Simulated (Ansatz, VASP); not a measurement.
**Si3Ge2Pt: VASP beside Ansatz**

```
Si Ge Pt
1.0
     2.65211   -4.80912    0.00000
     2.65211    4.80912    0.00000
     0.00000    0.00000    4.83626
Si Ge Pt
3 2 1
Direct
  0.75152 0.24848 0.00000
  0.24848 0.75152 0.00000
  0.00000 0.00000 0.00000
  0.75680 0.75680 0.50000
  0.24320 0.24320 0.50000
  0.50000 0.50000 0.00000
```

Alike in both runs: functional PBE; k mesh 4 × 4 × 4; occupations gaussian, width 0.1 eV; no spin polarisation.

Ansatz relaxed the structure, and its values are those at the end. VASP's run is a single point on that final structure, the one shown.

|  | VASP | Ansatz |
| --- | --- | --- |
| version | VASP 6.6.1 | Ansatz 0.2.0 |
| potentials or method | VASP PAW PBE potentials, release 64 (Si, Ge_d, Pt) | scalar-relativistic, plane waves, PAW |
| plane-wave cutoff (eV) | 520 | 420 |
| valence electrons in the cell | 50 | 58 |

Ansatz gave:

```
gap on the k mesh at the Fermi level (eV) : none
pressure (GPa)                            : 0.1
rms of the force components (eV/Å)        : 0.007
```

Q: Estimate VASP's values.

A: gap on the k mesh at the Fermi level (eV): none; pressure (GPa): 0.1; rms of the force components (eV/Å): 0.008.

A gap of «none» marks a metal or a gap that the smearing closes. The two sets of potentials don't hold the same shells in valence.

The runs have no spin-orbit coupling, so splittings on Pt are missing.
